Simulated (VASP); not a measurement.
## Be₃ZnO₄ (ordered alloy cell): computed properties

Calculation: PBEsol GGA, VASP's PBE PAW potentials (set 64) (plane waves; VASP 6.6.1).

| Property | Result |
|---|---|
| space group | P3m1 (156) |
| cell | a = b = 2.8064 Å, c = 9.3995 Å, α = β = 90.00°, γ = 120.00° |
| volume per atom | 8.01 Å³/atom |
| band gap (over mesh and band path) | 2.40 eV |
| smallest direct gap (over mesh and band path) | 2.40 eV |
| band-edge character | direct, Γ to Γ |
| density | 4.05 g/cm³ |

```cif
data_Be3O4Zn
_chemical_formula_sum 'Zn1 Be3 O4'
_space_group_name_H-M_alt 'P3m1'
_space_group_IT_number 156
_space_group_name_Hall 'P 3 -2"'
_cell_length_a 2.80642
_cell_length_b 2.80642
_cell_length_c 9.39954
_cell_angle_alpha 90.000
_cell_angle_beta 90.000
_cell_angle_gamma 120.000
loop_
_atom_site_label
_atom_site_type_symbol
_atom_site_symmetry_multiplicity
_atom_site_Wyckoff_symbol
_atom_site_fract_x
_atom_site_fract_y
_atom_site_fract_z
_atom_site_occupancy
Zn1 Zn 1 a 0.00000 0.00000 0.25812 1
Be1 Be 1 c 0.66667 0.33333 0.98239 1
Be2 Be 1 a 0.00000 0.00000 0.75305 1
Be3 Be 1 c 0.66667 0.33333 0.52252 1
O1 O 1 a 0.00000 0.00000 0.46616 1
O2 O 1 c 0.66667 0.33333 0.15327 1
O3 O 1 a 0.00000 0.00000 0.92531 1
O4 O 1 c 0.66667 0.33333 0.69517 1
```

The structure was generated: Be3ZnO4 was put into an ordered model structure (P3m1), which need not be its known phase. It was relaxed first. Symmetry was kept, so distortions that lower it aren't found.
